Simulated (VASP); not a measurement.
An input for Ansatz (written as the equivalent of a VASP run, and not itself run):

Ansatz 0.2 input:
```yaml
crystal:
  lattice:
    - [4.1008763, 0.0000000, 0.0000000]
    - [-2.0504381, 3.5514625, 0.0000000]
    - [0.0000000, 0.0000000, 3.9225534]
  atoms:
    - { symbol: Ca, position: [0.0000000, 0.0000000, 0.0000000] }
    - { symbol: Si, position: [0.3333330, 0.6666670, 0.5000000] }
    - { symbol: Cu, position: [0.6666670, 0.3333330, 0.5000000] }
kpoints:
  mp_grid: { grid: [10, 10, 9] }
hamiltonian:
  xc: pbesol
  pseudopotentials: { kind: paw }
scf:
  occupations: { method: tetrahedron }
  max_iter: 100
output: { forces: true, stress: true, eigenvalues: true }
```

Task: Write the VASP files for the same calculation (PBEsol).

Result: Several could match; the one computed here: 
### INCAR
```
ALGO = Normal
EDIFF = 1E-7
ENCUT = 400
GGA = PS
ISIF = 2
ISMEAR = -5
LASPH = .TRUE.
LCHARG = .TRUE.
LEFG = .TRUE.
LMAXMIX = 4
LORBIT = 11
LREAL = .FALSE.
LWAVE = .FALSE.
NEDOS = 601
NELM = 100
PREC = Accurate
SYSTEM = CaCuSi
```

File POSCAR:
```
CaCuSi
4.1008760
  1.0000000616   0.0000000000   0.0000000000
 -0.5000000308   0.8660253395   0.0000000000
  0.0000000000   0.0000000000   0.9565159687
Ca Si Cu
1 1 1
Cartesian
  0.0000000000   0.0000000000   0.0000000000
 -0.0000005000   0.5773505150   0.4782579844
  0.5000005308   0.2886748245   0.4782579844
```

**KPOINTS**
```
Automatic mesh
0
Gamma
10 10 9
0 0 0
```

POTCAR, in this order: Ca_sv Si Cu (PBE.64 set). Program: vasp_std.

The two are equivalent in intent, not identical: each code has its own PAW files, so the cut-off isn't converted (ENCUT is set for VASP's; basis.ecutwfc is left out, and Ansatz then takes the one that its files recommend); Ansatz stops its SCF on the density residual and VASP on the energy change (EDIFF); the field gradients of LEFG aren't asked of the other code.

The structure comes from a computed database's CaCuSi entry (P-6m2); how it stands against other phases isn't given here. It was relaxed first.
